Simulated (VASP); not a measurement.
VASP runs on Sn (space group I4_1/amd) share one base input (PBE GGA, plane waves, VASP's PBE PAW potentials (set 64)) and change the settings named in each case.

File KPOINTS:
```
Automatic mesh
0
Gamma
8 8 8
0 0 0
```

### POSCAR
```
Sn
5.830
 -0.5000000000   0.5000000000   0.2727272727
  0.5000000000  -0.5000000000   0.2727272727
  0.5000000000   0.5000000000  -0.2727272727
Sn
2
Cartesian
  0.5000000000   0.0000000000   0.1363636364
  0.0000000000   0.0000000000   0.0000000000
```

INCAR:
```
SYSTEM = Sn
PREC = Accurate
ENCUT = 300
EDIFF = 1E-6
NELM = 100
ALGO = Normal
LREAL = .FALSE.
LASPH = .TRUE.
ISMEAR = 0
SIGMA = 0.1
GGA = PE
LMAXMIX = 4
LWAVE = .FALSE.
LCHARG = .FALSE.
ISIF = 2
```

POTCAR, in this order: Sn_d (PBE.64 set). Program: vasp_std.

| change | E(σ→0) (eV/atom) | pressure (GPa) | −TS (eV) |
|---|---|---|---|
| base run | -3.7866 | 2.22 | -0.0054 |
| GGA = PS | -4.2516 | … | -0.0054 |
| GGA_COMPAT = .FALSE., LNONCOLLINEAR = .TRUE., LSORBIT = .TRUE., MAGMOM = 0.0 0.0 0.0 0.0 0.0 0.0, program vasp_ncl | -3.8415 | 2.26 | -0.0055 |
| KPOINTS 2×2×2 Γ-centred mesh | -4.0815 | 4.46 | 0.0000 |

### Question
Fill in the missing entries.

### Answer

- GGA = PS, pressure (GPa): -0.74

Energies of different potentials or functionals have different zeros.  Unless said otherwise, spin-orbit coupling is left out, though it shifts the bands of the heavy elements here. At 300 eV the pressure can carry a Pulay error.

Left out are runs that ran out of time, are held back, or changed the cell or the kind of run, fixed moments of cells without a moment, rows past the twelfth, gaps on odd meshes, pressures of charged cells and columns that move by less than the noise.

The structure is a typed Sn crystal (I4_1/amd). The cell was not relaxed at this level.
